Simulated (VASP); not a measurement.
**Driving VASP from ASE on Al2Au**

Do ASE scripts that read Al2Au from different structure formats give one answer, and do several routes find one equilibrium volume? All runs use r2SCAN. Left out of this account: 1 further run (self-consistent run: a reference on another mesh). The start is a cell from a database of measured crystal structures.

Program: VASP 6.6.1. Level of theory: r2SCAN; plane waves and PAW (Al, Au). Results are calculated unless marked as measured.

Report form: the programs' logs are mostly left out.

### Step 1. The structure

It takes space group Fm-3m (No. 225, cubic). The conventional cell has a = 6.000 Å, b = 6.000 Å, c = 6.000 Å, α = 90.00°, β = 90.00°, γ = 90.00°. Al has 4 Au at 2.60 Å nearest. Nearest to Au lie 8 Al at 2.60 Å. Farther neighbours are not listed.

Structure file:

```xyz
3
Lattice="0.0000 3.0000 3.0000 3.0000 0.0000 3.0000 3.0000 3.0000 0.0000" Properties=species:S:1:pos:R:3 pbc="T T T"
Al    1.5000    1.5000    1.5000
Al    4.5000    4.5000    4.5000
Au    0.0000    0.0000    0.0000
```

### Step 2. Self-consistent run (r2SCAN, through ASE)

A single point through ASE, with the structure typed into the script.

run.py

```python
import numpy as np
from ase.calculators.vasp import Vasp
from ase import Atoms
from ase.dft.bandgap import bandgap

atoms = Atoms(['Al', 'Al', 'Au'],
              cell=[[0.0, 3.0, 3.0], [3.0, 0.0, 3.0], [3.0, 3.0, 0.0]],
              scaled_positions=[[0.25, 0.25, 0.25], [0.75, 0.75, 0.75], [0.0, 0.0, 0.0]],
              pbc=True)

calc = Vasp(
    xc='r2scan',
    pp='PBE',
    prec='Accurate',
    encut=400,
    ediff=1e-06,
    nelm=100,
    ismear=-1,
    sigma=0.05,
    lreal=False,
    algo='Normal',
    lasph=True,
    nbands=14,
    lorbit=11,
    lwave=False,
    lcharg=False,
    kpar=4,
    isif=2,
    pp_version='64',
    setups={'Al': '', 'Au': ''},
    kpts=(9, 9, 9),
    gamma=True,
    txt='vasp.out',
)
atoms.calc = calc

print("energy (eV):", round(atoms.get_potential_energy(), 6))
print("Fermi level (eV):", round(calc.get_fermi_level(), 4))
print("forces (eV/A):")
print(np.round(atoms.get_forces(), 4))
print("stress (GPa, Voigt, tension positive):", np.round(atoms.get_stress() * 160.21766, 3))
gap, p1, p2 = bandgap(calc, direct=False)
print("gap on the mesh (eV):", round(gap, 4))
```

The projector-augmented-wave data sets are Al and Au (PBE family, release 64).

On the command line:

```
$ export ASE_VASP_COMMAND="mpirun -np 4 vasp_std"
$ python run.py
```

Elapsed: 32 s, on 4 MPI ranks of AMD EPYC 7R43, shared host; peak memory 0.51 GiB.

This run has no spin polarisation. Its electron count is odd, so without a moment it is a metal by construction. The PAW data sets were made with PBE, which is usual practice but a small mismatch for other functionals.

This step gave:

* SCF cycles: 14
* electrons: 17
* bands: 14
* irreducible k-points: 35
* symmetry operations: 48
* free energy (TOTEN): -65.5439 eV
* energy at zero smearing: -65.5387 eV
* Fermi energy: 7.713 eV
* pressure: 0.2788 GPa
* metallic: yes

The pressure is 0.28 GPa and the largest force 0.000 eV/Å.

### Step 3. Self-consistent run (r2SCAN, through ASE), try 2

System of this step: Al2Au. The structure is cubic, space group Fm-3m (No. 225). The conventional cell has a = 6.000 Å, b = 6.000 Å, c = 6.000 Å, α = 90.00°, β = 90.00°, γ = 90.00°. Al has 4 Au at 2.60 Å nearest. Nearest to Au lie 8 Al at 2.60 Å. Farther neighbours are not listed.

The single point through ASE, with the structure read from a CIF with its space group. The file expands to the conventional cell of 12 atoms, on a 4×4×4 mesh.

run.py, as its differences from that of step 2:

```diff
@@ -2,9 +2,6 @@
 from ase.calculators.vasp import Vasp
-from ase import Atoms
+from ase.io import read
 from ase.dft.bandgap import bandgap
 
-atoms = Atoms(['Al', 'Al', 'Au'],
-              cell=[[0.0, 3.0, 3.0], [3.0, 0.0, 3.0], [3.0, 3.0, 0.0]],
-              scaled_positions=[[0.25, 0.25, 0.25], [0.75, 0.75, 0.75], [0.0, 0.0, 0.0]],
-              pbc=True)
+atoms = read('Al2Au.cif')
 
@@ -22,3 +19,3 @@
     lasph=True,
-    nbands=14,
+    nbands=46,
     lorbit=11,
@@ -30,3 +27,3 @@
     setups={'Al': '', 'Au': ''},
-    kpts=(9, 9, 9),
+    kpts=(4, 4, 4),
     gamma=True,
```

Al2Au.cif

```cif
data_Al2Au
_cell_length_a 6.00000000
_cell_length_b 6.00000000
_cell_length_c 6.00000000
_cell_angle_alpha 90.00000000
_cell_angle_beta 90.00000000
_cell_angle_gamma 90.00000000
_space_group_name_H-M_alt 'Fm-3m'
_space_group_name_Hall '-F 4 2 3'
_space_group_IT_number 225
loop_
_space_group_symop_operation_xyz
'x,y,z'
'-x,-y,-z'
'-y,x,z'
'y,-x,-z'
'-x,-y,z'
'x,y,-z'
'y,-x,z'
'-y,x,-z'
'x,-y,-z'
'-x,y,z'
'-y,-x,-z'
'y,x,z'
'-x,y,-z'
'x,-y,z'
'y,x,-z'
'-y,-x,z'
'z,x,y'
'-z,-x,-y'
'z,-y,x'
'-z,y,-x'
'z,-x,-y'
'-z,x,y'
'z,y,-x'
'-z,-y,x'
'-z,x,-y'
'z,-x,y'
'-z,-y,-x'
'z,y,x'
'-z,-x,y'
'z,x,-y'
'-z,y,x'
'z,-y,-x'
'y,z,x'
'-y,-z,-x'
'x,z,-y'
'-x,-z,y'
'-y,z,-x'
'y,-z,x'
'-x,z,y'
'x,-z,-y'
'-y,-z,x'
'y,z,-x'
'-x,-z,-y'
'x,z,y'
'y,-z,-x'
'-y,z,x'
'x,-z,y'
'-x,z,-y'
'x,y+1/2,z+1/2'
'-x,-y+1/2,-z+1/2'
'-y,x+1/2,z+1/2'
'y,-x+1/2,-z+1/2'
'-x,-y+1/2,z+1/2'
'x,y+1/2,-z+1/2'
'y,-x+1/2,z+1/2'
'-y,x+1/2,-z+1/2'
'x,-y+1/2,-z+1/2'
'-x,y+1/2,z+1/2'
'-y,-x+1/2,-z+1/2'
'y,x+1/2,z+1/2'
'-x,y+1/2,-z+1/2'
'x,-y+1/2,z+1/2'
'y,x+1/2,-z+1/2'
'-y,-x+1/2,z+1/2'
'z,x+1/2,y+1/2'
'-z,-x+1/2,-y+1/2'
'z,-y+1/2,x+1/2'
'-z,y+1/2,-x+1/2'
'z,-x+1/2,-y+1/2'
'-z,x+1/2,y+1/2'
'z,y+1/2,-x+1/2'
'-z,-y+1/2,x+1/2'
'-z,x+1/2,-y+1/2'
'z,-x+1/2,y+1/2'
'-z,-y+1/2,-x+1/2'
'z,y+1/2,x+1/2'
'-z,-x+1/2,y+1/2'
'z,x+1/2,-y+1/2'
'-z,y+1/2,x+1/2'
'z,-y+1/2,-x+1/2'
'y,z+1/2,x+1/2'
'-y,-z+1/2,-x+1/2'
'x,z+1/2,-y+1/2'
'-x,-z+1/2,y+1/2'
'-y,z+1/2,-x+1/2'
'y,-z+1/2,x+1/2'
'-x,z+1/2,y+1/2'
'x,-z+1/2,-y+1/2'
'-y,-z+1/2,x+1/2'
'y,z+1/2,-x+1/2'
'-x,-z+1/2,-y+1/2'
'x,z+1/2,y+1/2'
'y,-z+1/2,-x+1/2'
'-y,z+1/2,x+1/2'
'x,-z+1/2,y+1/2'
'-x,z+1/2,-y+1/2'
'x+1/2,y,z+1/2'
'-x+1/2,-y,-z+1/2'
'-y+1/2,x,z+1/2'
'y+1/2,-x,-z+1/2'
'-x+1/2,-y,z+1/2'
'x+1/2,y,-z+1/2'
'y+1/2,-x,z+1/2'
'-y+1/2,x,-z+1/2'
'x+1/2,-y,-z+1/2'
'-x+1/2,y,z+1/2'
'-y+1/2,-x,-z+1/2'
'y+1/2,x,z+1/2'
'-x+1/2,y,-z+1/2'
'x+1/2,-y,z+1/2'
'y+1/2,x,-z+1/2'
'-y+1/2,-x,z+1/2'
'z+1/2,x,y+1/2'
'-z+1/2,-x,-y+1/2'
'z+1/2,-y,x+1/2'
'-z+1/2,y,-x+1/2'
'z+1/2,-x,-y+1/2'
'-z+1/2,x,y+1/2'
'z+1/2,y,-x+1/2'
'-z+1/2,-y,x+1/2'
'-z+1/2,x,-y+1/2'
'z+1/2,-x,y+1/2'
'-z+1/2,-y,-x+1/2'
'z+1/2,y,x+1/2'
'-z+1/2,-x,y+1/2'
'z+1/2,x,-y+1/2'
'-z+1/2,y,x+1/2'
'z+1/2,-y,-x+1/2'
'y+1/2,z,x+1/2'
'-y+1/2,-z,-x+1/2'
'x+1/2,z,-y+1/2'
'-x+1/2,-z,y+1/2'
'-y+1/2,z,-x+1/2'
'y+1/2,-z,x+1/2'
'-x+1/2,z,y+1/2'
'x+1/2,-z,-y+1/2'
'-y+1/2,-z,x+1/2'
'y+1/2,z,-x+1/2'
'-x+1/2,-z,-y+1/2'
'x+1/2,z,y+1/2'
'y+1/2,-z,-x+1/2'
'-y+1/2,z,x+1/2'
'x+1/2,-z,y+1/2'
'-x+1/2,z,-y+1/2'
'x+1/2,y+1/2,z'
'-x+1/2,-y+1/2,-z'
'-y+1/2,x+1/2,z'
'y+1/2,-x+1/2,-z'
'-x+1/2,-y+1/2,z'
'x+1/2,y+1/2,-z'
'y+1/2,-x+1/2,z'
'-y+1/2,x+1/2,-z'
'x+1/2,-y+1/2,-z'
'-x+1/2,y+1/2,z'
'-y+1/2,-x+1/2,-z'
'y+1/2,x+1/2,z'
'-x+1/2,y+1/2,-z'
'x+1/2,-y+1/2,z'
'y+1/2,x+1/2,-z'
'-y+1/2,-x+1/2,z'
'z+1/2,x+1/2,y'
'-z+1/2,-x+1/2,-y'
'z+1/2,-y+1/2,x'
'-z+1/2,y+1/2,-x'
'z+1/2,-x+1/2,-y'
'-z+1/2,x+1/2,y'
'z+1/2,y+1/2,-x'
'-z+1/2,-y+1/2,x'
'-z+1/2,x+1/2,-y'
'z+1/2,-x+1/2,y'
'-z+1/2,-y+1/2,-x'
'z+1/2,y+1/2,x'
'-z+1/2,-x+1/2,y'
'z+1/2,x+1/2,-y'
'-z+1/2,y+1/2,x'
'z+1/2,-y+1/2,-x'
'y+1/2,z+1/2,x'
'-y+1/2,-z+1/2,-x'
'x+1/2,z+1/2,-y'
'-x+1/2,-z+1/2,y'
'-y+1/2,z+1/2,-x'
'y+1/2,-z+1/2,x'
'-x+1/2,z+1/2,y'
'x+1/2,-z+1/2,-y'
'-y+1/2,-z+1/2,x'
'y+1/2,z+1/2,-x'
'-x+1/2,-z+1/2,-y'
'x+1/2,z+1/2,y'
'y+1/2,-z+1/2,-x'
'-y+1/2,z+1/2,x'
'x+1/2,-z+1/2,y'
'-x+1/2,z+1/2,-y'
loop_
_atom_site_label
_atom_site_type_symbol
_atom_site_symmetry_multiplicity
_atom_site_Wyckoff_symbol
_atom_site_fract_x
_atom_site_fract_y
_atom_site_fract_z
_atom_site_occupancy
Al1 Al 8 c 0.2500000000 0.7500000000 0.7500000000 1
Au1 Au 4 a 0.0000000000 0.0000000000 0.0000000000 1
```

Elapsed: 86 s, on 4 MPI ranks; peak memory 1 GiB.

The k-mesh is coarse for a metal.

Numbers from this step:

```
SCF cycles              : 13
electrons               : 68
bands                   : 46
irreducible k-points    : 10
free energy (TOTEN)     : -262.0728 eV
energy at zero smearing : -262.0522 eV
Fermi energy            : 7.807 eV
pressure                : 0.4236 GPa
```

The energy lies +8.54 meV an atom from the first script, since this cell and mesh sample the zone at other points.

### Step 4. Relaxing cell and atoms (r2SCAN, through ASE)

System of this step: Al2Au. The structure is cubic, space group Fm-3m (No. 225). The conventional cell has a = 6.000 Å, b = 6.000 Å, c = 6.000 Å, α = 90.00°, β = 90.00°, γ = 90.00°. Al has 4 Au at 2.60 Å nearest. Nearest to Au lie 8 Al at 2.60 Å. Farther neighbours are not listed.

Properties are meant for the cell that this level of theory prefers, so cell and atoms are relaxed first (ISIF = 3) until forces and stress are small; EDIFFG sets the threshold.

run.py

```python
import numpy as np
from ase.calculators.vasp import Vasp
from ase import Atoms

atoms = Atoms(['Al', 'Al', 'Au'],
              cell=[[0.0, 3.0, 3.0], [3.0, 0.0, 3.0], [3.0, 3.0, 0.0]],
              scaled_positions=[[0.25, 0.25, 0.25], [0.75, 0.75, 0.75], [0.0, 0.0, 0.0]],
              pbc=True)

calc = Vasp(
    xc='r2scan',
    pp='PBE',
    prec='Accurate',
    encut=400,
    ediff=1e-06,
    nelm=100,
    ismear=-1,
    sigma=0.05,
    lreal=False,
    algo='Normal',
    lasph=True,
    nbands=14,
    lorbit=11,
    lwave=False,
    lcharg=False,
    kpar=4,
    ibrion=2,
    nsw=60,
    isif=3,
    ediffg=-0.01,
    pp_version='64',
    setups={'Al': '', 'Au': ''},
    kpts=(9, 9, 9),
    gamma=True,
    txt='vasp.out',
)
atoms.calc = calc

print("energy (eV):", round(atoms.get_potential_energy(), 6))
print("Fermi level (eV):", round(calc.get_fermi_level(), 4))
print("forces (eV/A):")
print(np.round(atoms.get_forces(), 4))
print("stress (GPa, Voigt, tension positive):", np.round(atoms.get_stress() * 160.21766, 3))
print("cell (A, degrees):", np.round(atoms.cell.cellpar(), 4))
print("volume (A^3):", round(atoms.get_volume(), 4))
print("positions:")
print(np.round(atoms.get_scaled_positions(), 5))
```

Elapsed: 60 s, on 4 MPI ranks; peak memory 0.54 GiB.

The run keeps the 48 symmetry operations of its start, so it cannot find a distortion of lower symmetry.

The forces vanish from the start, and no atom moves.

Numbers from this step:

- electrons: 17
- bands: 14
- irreducible k-points: 35
- free energy (TOTEN): -65.5440 eV
- energy at zero smearing: -65.5388 eV
- Fermi energy: 7.691 eV
- pressure: 0.06583 GPa
- SCF cycles over all ionic steps: 25

It ends with forces that vanish by symmetry and a pressure of 0.07 GPa.

### Step 5. Energy against volume, from ASE (r2SCAN)

An ASE loop scales the volume and fits the energies, which gives the bulk modulus from energies alone.

run.py

```python
import numpy as np
from ase.calculators.vasp import Vasp
from ase.io import read
from ase.eos import EquationOfState
from ase.units import GPa

atoms = read('Al2Au.cif')

calc = Vasp(
    xc='r2scan',
    pp='PBE',
    prec='Accurate',
    encut=400,
    ediff=1e-06,
    nelm=100,
    ismear=-1,
    sigma=0.05,
    lreal=False,
    algo='Normal',
    lasph=True,
    nbands=14,
    lorbit=11,
    lwave=False,
    lcharg=False,
    kpar=4,
    isif=2,
    pp_version='64',
    setups={'Al': '', 'Au': ''},
    kpts=(9, 9, 9),
    gamma=True,
    txt='vasp.out',
)
atoms.calc = calc

cell, volumes, energies = atoms.get_cell(), [], []
for x in [0.94, 0.96, 0.98, 1.0, 1.02, 1.04, 1.06]:
    atoms.set_cell(cell * x ** (1 / 3), scale_atoms=True)
    volumes.append(atoms.get_volume())
    energies.append(atoms.get_potential_energy())
    print(f"{x:.2f}  V = {volumes[-1]:.4f} A^3  E = {energies[-1]:.6f} eV")
v0, e0, b0 = EquationOfState(volumes, energies, eos="birchmurnaghan").fit()
print(f"V0 = {v0:.4f} A^3  E0 = {e0:.6f} eV  B0 = {b0 / GPa:.2f} GPa")
```

Al2Au.cif

```cif
data_Al2Au
_cell_length_a 4.24264069
_cell_length_b 4.24264069
_cell_length_c 4.24264069
_cell_angle_alpha 60.00000000
_cell_angle_beta 60.00000000
_cell_angle_gamma 60.00000000
_space_group_name_H-M_alt 'P1'
_space_group_name_Hall 'P 1'
_space_group_IT_number 1
loop_
_space_group_symop_operation_xyz
'x,y,z'
loop_
_atom_site_label
_atom_site_type_symbol
_atom_site_symmetry_multiplicity
_atom_site_Wyckoff_symbol
_atom_site_fract_x
_atom_site_fract_y
_atom_site_fract_z
_atom_site_occupancy
Al1 Al 1 a 0.2500000000 0.2500000000 0.2500000000 1
Al2 Al 1 a 0.7500000000 0.7500000000 0.7500000000 1
Au1 Au 1 a 0.0000000000 0.0000000000 0.0000000000 1
```

Run time: 3.9 min. Hardware: 4 MPI ranks; peak memory 0.52 GiB; 15 min of CPU time.

Numbers from this step:

| Property | Result |
| --- | --- |
| bulk modulus | 119.3 GPa |
| equilibrium volume of the fit | 18.04 Å³/atom |

The fitted volume lies +0.04 % from the relaxed one.

### Step 6. Relaxation driven by ASE (r2SCAN)

Here ASE drives the relaxation and calls VASP for forces and stress at each step.

run.py

```python
import numpy as np
from ase.calculators.vasp import Vasp
from ase import Atoms
from ase.optimize import BFGS
from ase.filters import FrechetCellFilter

atoms = Atoms(['Al', 'Al', 'Au'],
              cell=[[0.0, 3.0, 3.0], [3.0, 0.0, 3.0], [3.0, 3.0, 0.0]],
              scaled_positions=[[0.25, 0.25, 0.25], [0.75, 0.75, 0.75], [0.0, 0.0, 0.0]],
              pbc=True)

calc = Vasp(
    xc='r2scan',
    pp='PBE',
    prec='Accurate',
    encut=400,
    ediff=1e-06,
    nelm=100,
    ismear=-1,
    sigma=0.05,
    lreal=False,
    algo='Normal',
    lasph=True,
    nbands=14,
    lorbit=11,
    lwave=False,
    lcharg=False,
    kpar=4,
    isif=2,
    pp_version='64',
    setups={'Al': '', 'Au': ''},
    kpts=(9, 9, 9),
    gamma=True,
    txt='vasp.out',
)
atoms.calc = calc

BFGS(FrechetCellFilter(atoms)).run(fmax=0.02, steps=30)
print("cell (A, degrees):", np.round(atoms.cell.cellpar(), 4))
print("volume (A^3):", round(atoms.get_volume(), 4))
print("energy (eV):", round(atoms.get_potential_energy(), 6))
print("Fermi level (eV):", round(calc.get_fermi_level(), 4))
print("forces (eV/A):")
print(np.round(atoms.get_forces(), 4))
print("stress (GPa, Voigt, tension positive):", np.round(atoms.get_stress() * 160.21766, 3))
```

The job ended after 97 s (4 MPI ranks; peak memory 0.52 GiB; 6.3 min of CPU time).

This step gave:

```
optimizer steps   : 2
volume after bfgs : 18.04 Å³/atom
```

### Step 7. Side by side

| run | atoms | mesh | energy (eV/atom) | pressure (GPa) |
| --- | --- | --- | --- | --- |
| ASE, structure typed into the script | 3 | 9×9×9 | -21.84623 | 0.279 |
| ASE, structure read from a CIF with its space group | 12 | 4×4×4 | -21.83769 | 0.424 |

### Step 8. Total energy, forces and stress (r2SCAN, through ASE), changed input

This run is made with a changed input; what comes of it follows.

run.py, as its differences from that of step 6:

```diff
@@ -3,4 +3,3 @@
 from ase import Atoms
-from ase.optimize import BFGS
-from ase.filters import FrechetCellFilter
+from ase.dft.bandgap import bandgap
 
@@ -17,3 +16,3 @@
     ediff=1e-06,
-    nelm=100,
+    nelm=53,
     ismear=-1,
@@ -29,2 +28,3 @@
     isif=2,
+    nelect=20.0,
     pp_version='64',
@@ -37,5 +37,2 @@
 
-BFGS(FrechetCellFilter(atoms)).run(fmax=0.02, steps=30)
-print("cell (A, degrees):", np.round(atoms.cell.cellpar(), 4))
-print("volume (A^3):", round(atoms.get_volume(), 4))
 print("energy (eV):", round(atoms.get_potential_energy(), 6))
@@ -45 +42,3 @@
 print("stress (GPa, Voigt, tension positive):", np.round(atoms.get_stress() * 160.21766, 3))
+gap, p1, p2 = bandgap(calc, direct=False)
+print("gap on the mesh (eV):", round(gap, 4))
```

Elapsed: 37 s, on 4 MPI ranks; peak memory 0.52 GiB; 2.3 min of CPU time.

The run converged, but on settings that are not sound, so its numbers are not to be trusted.

The fault in the input: wrong number of electrons (NELECT = 20.0). Leave NELECT out for a neutral cell.

### Step 9. Outcome

- energy, ASE, structure typed into the script: -21.84623 eV/atom
- energy, ASE, structure read from a CIF with its space group: -21.83769 eV/atom
- volume from VASP's own relaxation: 18.03 Å³/atom
- volume from the fit of the ASE volume loop: 18.04 Å³/atom
- volume from BFGS in ASE: 18.04 Å³/atom

What this shows: With the structure read from a CIF with its space group, ASE's run differs from the first script by +8.5 meV an atom, on the larger cell and its own mesh. The routes to the equilibrium volume agree within 0.04 %. VASP's relaxation keeps the plane waves of its start, while ASE starts VASP afresh at each cell, and a loop at fixed shape can't relax anything but the volume. With an odd electron count and no spin the cell is a metal by construction.

[Lines on the potential files, build, host, timing and source positions are cut from VASP's logs without a mark.]

[Logs are printed without paths, hosts, clocks, repeated set-up lines and the standing remarks that a program may print on its own settings, such as how far it seeks lower states.]

[Hosts, paths, dates, database ids (printed as entryN), source tags and the programs' standing remarks are cut or masked in the printed files.]

[A measured line is paired with the nearest computed mode of its activity, which favours agreement.]
